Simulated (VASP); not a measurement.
Here is the system:

```xyz
1
Lattice="-2.3747 2.3747 2.3747 2.3747 -2.3747 2.3747 2.3747 2.3747 -2.3747" Properties=species:S:1:pos:R:3 pbc="T T T"
Ba     0.0000     0.0000     0.0000
```

Method: PBE GGA, VASP's PBE PAW potentials (set 64) (plane waves; VASP). Run with 480 eV cut-off, 10×10×10 Γ-centred mesh, first-order Methfessel-Paxton smearing of 0.10 eV, potentials Ba_sv.

Unless said otherwise, spin-orbit coupling is left out, though it shifts the bands of the heavy elements here.

Problem. Predict the energy per atom (σ→0), pressure, band gap (on the k-mesh) with the smallest direct gap where there is one.

Solution. 
```json
{
 "band gap (on the k-mesh)": "none (metal, semimetal or under 0.01 eV)",
 "energy per atom (σ→0)": "-1.850 eV/atom",
 "pressure": "2.00 GPa"
}
```

The compound is Ba in the bcc structure. It was relaxed first under an external pressure of 2 GPa.
